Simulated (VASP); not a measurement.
# HfGe3 (Pmmn) in VASP: a series of runs, part 2 of 2

VASP 6.6.1. The steps go on from the part before.

## 3. Single point, PBE

This run uses another cell than the first one, of 18.37 Å³/atom, 1.063 times its volume.

Input file INCAR:

```
SYSTEM = HfGe3
PREC = Accurate
ENCUT = 520
EDIFF = 1E-6
ISMEAR = 0
SIGMA = 0.1
LREAL = .FALSE.
LASPH = .TRUE.
NELM = 100
ALGO = Fast
ISIF = 2
LWAVE = .FALSE.
LCHARG = .FALSE.
GGA = PE
NBANDS = 62
```

Input file KPOINTS:

```
Automatic mesh
0
G
  4 4 4
  0 0 0
```

Input file POSCAR:

```
HfGe3
1.0
    5.1394954552      0.0000000000      0.0000000000
    0.0000000000      5.6001014393      0.0000000000
    0.0000000000      0.0000000000      5.1048304036
Hf Ge
2 6
Direct
    0.0000000000      0.0000000000      0.6151684171
    0.5000000000      0.5000000000      0.3848315829
    0.0000000000      0.2638513902      0.1191883295
    0.0000000000      0.7361486098      0.1191883295
    0.5000000000      0.7638513902      0.8808116705
    0.5000000000      0.2361486098      0.8808116705
    0.5000000000      0.0000000000      0.3907032374
    0.0000000000      0.5000000000      0.6092967626
```

Potentials or basis: VASP PAW PBE potentials, release 64 (Hf_pv, Ge_d).

Started as:

```console
cat potpaw_PBE.64/Hf_pv/POTCAR potpaw_PBE.64/Ge_d/POTCAR > POTCAR
mpirun -np 1 vasp_std > vasp.out
```

OUTCAR:

```text
SYSTEM = HfGe3
   PREC = Accurate
   ENCUT = 520
   EDIFF = 1E-6
   ISMEAR = 0
   LREAL = .FALSE.
   LASPH = .TRUE.
   NELM = 100
   ISIF = 2
   GGA = PE

 ion  position               nearest neighbor table
   1  0.000  0.000  0.615-   8 2.80   8 2.80   7 2.81   7 2.81   3 2.93   4 2.93   3 2.97   4 2.97
                             5 3.19   5 3.19   6 3.19   6 3.19
   2  0.500  0.500  0.385-   7 2.80   7 2.80   8 2.81   8 2.81   5 2.93   6 2.93   5 2.97   6 2.97
                             3 3.19   3 3.19   4 3.19   4 3.19
   3  0.000  0.264  0.119-   4 2.64   8 2.83   6 2.85   6 2.85   8 2.92   1 2.93   1 2.97   2 3.19
                             2 3.19
   4  0.000  0.736  0.119-   3 2.64   8 2.83   5 2.85   5 2.85   8 2.92   1 2.93   1 2.97   2 3.19
                             2 3.19
   5  0.500  0.764  0.881-   6 2.64   7 2.83   4 2.85   4 2.85   7 2.92   2 2.93   2 2.97   1 3.19
                             1 3.19
   6  0.500  0.236  0.881-   5 2.64   7 2.83   3 2.85   3 2.85   7 2.92   2 2.93   2 2.97   1 3.19
                             1 3.19
   7  0.500  0.000  0.391-   2 2.80   2 2.80   1 2.81   1 2.81   5 2.83   6 2.83   5 2.92   6 2.92

   8  0.000  0.500  0.609-   1 2.80   1 2.80   2 2.81   2 2.81   3 2.83   4 2.83   3 2.92   4 2.92

  LATTYP: Found a simple orthorhombic cell.
 ALAT       =     5.1048304036
 B/A-ratio  =     1.0067906373
 C/A-ratio  =     1.0970200764

  Lattice vectors:

 A1 = (   0.0000000000,   0.0000000000,   5.1048304036)
 A2 = (   5.1394954552,   0.0000000000,   0.0000000000)
 A3 = (   0.0000000000,   5.6001014393,   0.0000000000)

Analysis of symmetry for initial positions (statically):
=====================================================================
 Subroutine PRICEL returns:
 Original cell was already a primitive cell.

 Routine SETGRP: Setting up the symmetry group for a
 simple orthorhombic supercell.

 Subroutine GETGRP returns: Found  8 space group operations
 (whereof  4 operations were pure point group operations)
 out of a pool of  8 trial point group operations.

The static configuration has the point symmetry C_2v.
 The point group associated with its full space group is D_2h.

Analysis of symmetry for dynamics (positions and initial velocities):
=====================================================================
 Subroutine PRICEL returns:
 Original cell was already a primitive cell.

 Routine SETGRP: Setting up the symmetry group for a
 simple orthorhombic supercell.

 Subroutine GETGRP returns: Found  8 space group operations
 (whereof  4 operations were pure point group operations)
 out of a pool of  8 trial point group operations.

The dynamic configuration has the point symmetry C_2v.
 The point group associated with its full space group is D_2h.

 Subroutine INISYM returns: Found  8 space group operations
 (whereof  4 operations are pure point group operations),
 and found     1 'primitive' translations

----------------------------------------------------------------------------------------

                                     Primitive cell

  volume of cell :     146.9257

  direct lattice vectors                    reciprocal lattice vectors
     5.139495455  0.000000000  0.000000000     0.194571628  0.000000000  0.000000000
     0.000000000  5.600101439  0.000000000     0.000000000  0.178568194  0.000000000
     0.000000000  0.000000000  5.104830404     0.000000000  0.000000000  0.195892894

  length of vectors
[... 77 lines left out ...]
   number of dos      NEDOS =    301   number of ions     NIONS =      8
   total plane-waves  NPLWV =  67200
   dimension x,y,z NGX =    40 NGY =   42 NGZ =   40
   dimension x,y,z NGXF=    80 NGYF=   84 NGZF=   80
   ions per type =               2   6
   NGX,Y,Z   is equivalent  to a cutoff of  12.94, 12.47, 13.03 a.u.
   NGXF,Y,Z  is equivalent  to a cutoff of  25.88, 24.94, 26.05 a.u.
 SYSTEM =  HfGe3
   PREC   = accura    normal or accurate (medium, high low for compatibility)
   ISTART =      0    job   : 0-new  1-cont  2-samecut
   ICHARG =      2    charge: 1-file 2-atom 10-const
   ISPIN  =      1    spin polarized calculation?
   LNONCOLLINEAR =      F non collinear calculations
   LSORBIT =      F    spin-orbit coupling
   LASPH  =      T    aspherical Exc in radial PAW
   ENCUT  =  520.0 eV  38.22 Ry    6.18 a.u.   9.56 10.41  9.49*2*pi/ulx,y,z
   NELM   =    100;   NELMIN=  2; NELMDL= -5     # of ELM steps
   EDIFF  = 0.1E-05   stopping-criterion for ELM
   LREAL  =      F    real-space projection
   EDIFFG = 0.1E-04   stopping-criterion for IOM
   NSW    =      0    number of steps for IOM
   IBRION =     -1    ionic relax: 0-MD 1-quasi-New 2-CG
   NFREE  =      0    steps in history (QN), initial steepest desc. (CG)
   ISIF   =      2    stress and relaxation
   ISYM   =      2    0-nonsym 1-usesym 2-fastsym
   POTIM  = 0.5000    time-step for ionic-motion
   TEBEG  =    0.0;   TEEND  =   0.0 temperature during run
   PSTRESS=    0.0 pullay stress
   NELECT =     104.0000    total number of electrons
   NUPDOWN=      -1.0000    fix difference up-down
   EMIN   =  10.00;   EMAX   =-10.00  energy-range for DOS
   EFERMI =   0.00;   METHOD = LEGACY
   ISMEAR =     0;   SIGMA  =   0.10  broadening in eV -4-tet -1-fermi 0-gaus
   EFERMI_NEDOS =   21; number of points for ismear=-14 and -15
   IALGO  =     68    algorithm
   IMIX   =      4    mixing-type and parameters
     AMIX     =   0.40;   BMIX     =  1.00
     AMIX_MAG =   1.60;   BMIX_MAG =  1.00
  volume/ion in A,a.u.               =      18.37       123.94
  Fermi-wavevector in a.u.,A,eV,Ry     =   1.458994  2.757098 28.962208  2.128662
  Thomas-Fermi vector in A             =   2.575613
   LORBIT       =      0    0 simple, 1 ext, 2 COOP (PROOUT), +10 PAW based schemes
   GGA     = PE    functional components
   LHFCALC =     F    Hartree Fock is set to
   AEXX    =    0.0000 exact exchange contribution
   IVDW    =     0    specifies the selected vdW correction
   LEPSILON=     F    determine dielectric tensor
   LRPA    =     F    only Hartree local field effects (RPA)
 non-spin polarized calculation
 RMM-DIIS sequential band-by-band and
 Gauss-broadening in eV      SIGMA  =   0.10
  energy-cutoff  :      520.00
  volume of cell :      146.93
 maximum number of plane-waves:      3992
 NGX is ok and might be reduce to    40
   NGX = 19   NGY = 21   NGZ = 19

 number of electron     104.0000016 magnetization

 Free energy of the ion-electron system (eV)
  ---------------------------------------------------
  ext. energy  EPLUGINS =         0.00000000
  ---------------------------------------------------
  free energy    TOTEN  =       -48.24469238 eV

  energy without entropy =      -48.23360360  energy(sigma->0) =      -48.23914799

 E-fermi :   7.1914     XC(G=0): -11.6322

 val. band max:        7.1569270812   @ k =   0.2500   0.2500   0.0000
 cond. band min:       7.2074121267   @ k =   0.0000   0.5000   0.0000
 fundamental gap:      0.0504850455
 Fermi energy:         7.1913804946

 k-point     1 :       0.0000    0.0000    0.0000
  band No.  band energies     occupation
      1     -24.2239      2.00000
      2     -24.1822      2.00000
      3     -24.1795      2.00000
      4     -24.1467      2.00000
      5     -24.1442      2.00000
      6     -24.1430      2.00000
[... 1549 lines left out ...]
     61      10.2481      0.00000
     62      10.2516      0.00000

 [... further k-points ...]

------------------------ aborting loop because EDIFF is reached ----------------------------------------

  FORCE on cell =-STRESS in cart. coord.  units (eV):
  Direction    XX          YY          ZZ          XY          YZ          ZX
  --------------------------------------------------------------------------------------
  -------------------------------------------------------------------------------------
  Total       -0.0822912     -0.0883590     -0.0412158      0.0000000      0.0000000      0.0000000
  in kB       -0.8973593     -0.9635265     -0.4494452      0.0000000      0.0000000      0.0000000
  external PRESSURE =      -0.7701103 kB  Pullay stress =       0.0000000 kB

 VOLUME and BASIS-vectors are now :
 -----------------------------------------------------------------------------
  energy-cutoff  :      520.00
  volume of cell :      146.93
      direct lattice vectors                 reciprocal lattice vectors
     5.139495455  0.000000000  0.000000000     0.194571628  0.000000000  0.000000000
     0.000000000  5.600101439  0.000000000     0.000000000  0.178568194  0.000000000
     0.000000000  0.000000000  5.104830404     0.000000000  0.000000000  0.195892894

 POSITION                                       TOTAL-FORCE (eV/Angst)
 -----------------------------------------------------------------------------------
      0.00000      0.00000      3.14033         0.000000      0.000000     -0.010759
      2.56975      2.80005      1.96450         0.000000      0.000000      0.010759
      0.00000      1.47759      0.60844        -0.000000     -0.021827      0.007993
      0.00000      4.12251      0.60844        -0.000000      0.021827      0.007993
      2.56975      4.27765      4.49639         0.000000     -0.021827     -0.007993
      2.56975      1.32246      4.49639         0.000000      0.021827     -0.007993
      2.56975      0.00000      1.99447         0.000000      0.000000     -0.015745
      0.00000      2.80005      3.11036         0.000000      0.000000      0.015745
 -----------------------------------------------------------------------------------
    total drift:                               -0.000000      0.000000      0.000000

  FREE ENERGIE OF THE ION-ELECTRON SYSTEM (eV)
  ---------------------------------------------------
  free  energy   TOTEN  =       -48.2446923809 eV

  energy  without entropy=      -48.2336035968  energy(sigma->0) =      -48.23914799
```

It took 4.2 min on 1 thread of Intel Xeon Platinum 8375C at 2.90GHz (Ice Lake), shared host; peak memory 0.36 GiB.

What came out:

```
Free energy            : -48.2447 eV
Pressure               : -0.1 GPa
Largest force          : 0.023 eV/Å
Band gap on the k mesh : none (metal or under the smearing width)
```

Forces on the atoms (eV/Å):
```
Hf   0.000  0.000 -0.011
Hf   0.000  0.000  0.011
Ge   0.000 -0.022  0.008
Ge   0.000  0.022  0.008
Ge   0.000 -0.022 -0.008
Ge   0.000  0.022 -0.008
Ge   0.000  0.000 -0.016
Ge   0.000  0.000  0.016
```
